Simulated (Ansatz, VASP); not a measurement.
# Cross-check of ScCd between VASP and Ansatz, part 2 of 2

One calculation is typed for both programs; each brings its own data sets. How far apart do they land? The cell is taken from a series of runs on this material, whose earlier steps may have relaxed, scaled, displaced or heated it; both programs get it as it stands.

VASP 6.6.1 and Ansatz 0.2.0.

So far: The starting structure; VASP: relaxation of cell and atoms, PBEsol; Ansatz: relaxation of cell and atoms, PBEsol; Differences.

## 5. Ansatz: zone-centre phonons, PBEsol

Level of this step: Ansatz beside VASP: Kohn-Sham DFT, plane waves, PBEsol (Ansatz).

Second derivatives magnify differences that forces hide, and they need a tight electronic threshold.

The cell is taken from a series of runs on this material, whose earlier steps may have relaxed, scaled, displaced or heated it; both programs get it as it stands.

The input, input.yaml:

```yaml
crystal:
  lattice:
    - [3.485384078, 0.0, 0.0]
    - [0.0, 3.485384078, 0.0]
    - [0.0, 0.0, 3.485384078]
  atoms:
    - { symbol: Sc, position: [0.5, 0.5, 0.5] }
    - { symbol: Cd, position: [0.0, 0.0, 0.0] }
kpoints:
  mp_grid: { grid: [12, 12, 12] }
hamiltonian:
  xc: pbesol
  pseudopotentials: { kind: paw, azcp: { folder: soft_1 }, xc_functional: pbe }
scf:
  occupations: { method: methfessel_paxton, width: 0.2 }
output:
  eigenvalues: true
phonons:
  method: dfpt
```

Started as:

```sh
> ansatz run input.yaml --threads 4 --pin off --max-ram 10240MiB --backend cpu --events-out ev --progress --plain --runs-dir out
```

Numbers of over 12 decimals in the logs are rounded to 6 here.

The program printed:

```text
[...]
Crystal: 2 atoms, lattice volume = 42.340 Å³
Basis set: ecut = 420 eV, 799 PW (Γ), exchange–correlation on 48×48×48 points (8 copies of the dense FFT grid, shifted against one another)
Bands: 20, of which v1, the nominal top of the filled ones, is band 16 counted from 1 (15 counted from 0)
Symmetry: 48 space group operations
k-points: 196 of 1728 (irreducible under 8 space group operations, time reversal used)
[...]
k mesh reduced under 8 symmetry operations, with k and −k counted as one. Each operation leaves every solved perturbation unchanged. A smaller set is not used because it would not reduce the number of displacements times k-points to solve
  ASR residual: 2.925e-5 → 0.000e0 eV/Å²; symmetrization residual: 5.524e-6 eV/Å²
  ASR residual per site (eV/Å²): 2.93e-5 1.43e-5
  Γ frequencies (cm⁻¹): 0.00 0.00 0.00 176.50 176.50 176.50
  non-analytic LO–TO correction: not included (Born effective charges unavailable; polar crystals: no LO–TO splitting at Γ)
[key lines of the parts left out:]
SCF converged after 11 iterations
Free energy (F): -10296.161426 eV
Fermi energy:    12.873520 eV
```

## 6. VASP: zone-centre phonons, PBEsol

The same cell, functional, mesh and smearing now go to VASP, with its own data sets.

The input, INCAR:

```
SYSTEM = ScCd
PREC = Accurate
ENCUT = 500
EDIFF = 1E-08
NELM = 120
ISMEAR = 1
SIGMA = 0.2
LREAL = .FALSE.
ALGO = Normal
GGA = PS
NBANDS = 17
LASPH = .TRUE.
LORBIT = 11
LWAVE = .FALSE.
LCHARG = .FALSE.
ISIF = 2
IBRION = 8
GGA_COMPAT = .FALSE.
KPAR = 2
```

The input, POSCAR:

```
ScCd
1.0
    3.4853840780      0.0000000000      0.0000000000
    0.0000000000      3.4853840780      0.0000000000
    0.0000000000      0.0000000000      3.4853840780
Sc Cd
1 1
Direct
    0.5000000000      0.5000000000      0.5000000000
    0.0000000000      0.0000000000      0.0000000000
```

The input, KPOINTS:

```
Automatic mesh
0
Gamma
12 12 12
0 0 0
```

The projector-augmented-wave data sets are Sc_sv and Cd (PBE family, release 64).

Started as:

```sh
> mpirun -np 2 vasp_std
```

The program printed:

```text
[banner, memory and clock lines left out]
running    2 mpi-ranks, on    1 nodes
[...]
[... a notice as in an earlier step ...]

 LDA part: xc-table for (Slater+PW92), standard interpolation
 POSCAR, INCAR and KPOINTS ok, starting setup
[...]
entering main loop
       N       E                     dE             d eps       ncg     rms          rms(c)
DAV:   1     0.243989016384E+03    0.24399E+03   -0.11946E+04  2928   0.137E+03
DAV:   2     0.139355998325E+01   -0.24260E+03   -0.23844E+03  3016   0.430E+02
DAV:   3    -0.949346184690E+01   -0.10887E+02   -0.10702E+02  3930   0.111E+02
DAV:   4    -0.962668288803E+01   -0.13322E+00   -0.13302E+00  3612   0.122E+01
[...]
DAV:  13    -0.846924125651E+01    0.19617E-06   -0.61058E-07  3820   0.845E-03    0.945E-04
DAV:  14    -0.846924129776E+01   -0.41247E-07   -0.15333E-07  3857   0.339E-03    0.130E-04
DAV:  15    -0.846924129617E+01    0.15830E-08   -0.87541E-10  1568   0.323E-04
   1 F= -.84692413E+01 E0= -.84688797E+01  d E =-.108466E-02
[...]
RMM:  14    -0.758317632571E+00   -0.84544E-07   -0.22462E-08 10919   0.106E-04    0.122E-06
RMM:  15    -0.758317604083E+00    0.28488E-07   -0.17161E-08  9165   0.955E-05    0.318E-07
RMM:  16    -0.758317606833E+00   -0.27491E-08   -0.54376E-09  7207   0.905E-05    0.322E-07
 first order change of Fermi-energy   0.79142E-03
 force on displaced ion       1 direction 1 :  -3.721   0.000  -0.000
 Linear response progress:
  Degree of freedom:   2/  2
       N       E                     dE             d eps       ncg     rms          rms(c)
RMM:   1    -0.423986013199E+00   -0.42399E+00   -0.23245E-01 11748   0.301E+00
RMM:   2    -0.425059219276E+00   -0.10732E-02   -0.75849E-03  9825   0.601E-01    0.445E-02
RMM:   3    -0.425077405923E+00   -0.18187E-04   -0.57729E-04 10611   0.150E-01    0.309E-02
RMM:   4    -0.424962734480E+00    0.11467E-03   -0.44424E-05 10321   0.521E-02    0.744E-03
[...]
RMM:  10    -0.424961812120E+00   -0.17652E-06   -0.67492E-09 11330   0.147E-04    0.149E-05
RMM:  11    -0.424961837661E+00   -0.25541E-07   -0.65808E-09 11925   0.887E-05    0.788E-06
RMM:  12    -0.424961828525E+00    0.91357E-08   -0.65836E-09 11314   0.816E-05    0.238E-06
 first order change of Fermi-energy  -0.41418E-03
 force on displaced ion       2 direction 1 :  -3.754  -0.000   0.000
 Linear response finished
```

OUTCAR, selected parts (step 6):

```text
  Total        0.0387658      0.0387658      0.0387658      0.0000000      0.0000000     -0.0000000
  in kB        1.4669233      1.4669233      1.4669233      0.0000000      0.0000000     -0.0000000
  external PRESSURE =       1.4669233 kB  Pullay stress =       0.0000000 kB

 POSITION                                       TOTAL-FORCE (eV/Angst)
 -----------------------------------------------------------------------------------
      1.74269      1.74269      1.74269         0.000000      0.000000      0.000000
      0.00000      0.00000      0.00000         0.000000      0.000000      0.000000
 -----------------------------------------------------------------------------------
    total drift:                                0.000000      0.000000      0.000000

[... 1 part as in an earlier step ...]

[... 1 further part left out ...]
```

Energies printed during the response cycles are not total energies of the cell.

## 7. Side by side

What differs besides the data sets and the points named for the pairs above, as far as they apply: the data sets hold 31 valence electrons in Ansatz (on its PAW soft_1 files) and 23 in VASP. Total energies have different zeros and are not compared.

The two programs side by side:

```csv
quantity,Ansatz,VASP,difference
optical mode 1 to 3 (cm⁻¹),176.5,177.7,-0.69 %
```

Modes are paired by rising frequency, not by their patterns, so a pair may set unlike modes beside each other; they are those without the splitting of longitudinal modes.

## 8. Summary of results

```yaml
difference_in_volume_relaxation_of_cell_and_atoms_pbesol: -0.19 %
r_m_s_difference_of_the_optical_zone_centre_modes_each_program_s_sorted_by_frequency_zone_centre_phonons_pbesol: 1.2 cm⁻¹
difference_in_optical_mode_1_to_3_zone_centre_phonons_pbesol: -0.7 %
```

What this shows: The difference in volume is -0.19 % (relaxation of cell and atoms, PBEsol), within the 1.2 % picked in this series as the mark of a large difference, as far as the stopping tolerances let one tell. The data sets hold unlike numbers of valence electrons (31 in Ansatz and 23 in VASP), so part of the differences comes from the potentials. Among the rows given in per cent, the largest difference of the zone-centre phonons, PBEsol pair is in optical mode 1 to 3, -0.7 %. 1 further run of this series is not shown here. How closely two codes agree says nothing of how well the functional describes the real material.

[Lines on the potential files, build, host, timing and source positions are cut from VASP's logs without a mark.]

[Logs are printed without paths, hosts, clocks, repeated set-up lines and the standing remarks that a program may print on its own settings, such as how far it seeks lower states.]

[Hosts, paths, dates, database ids (printed as entryN), source tags and the programs' standing remarks are cut or masked in the printed files.]
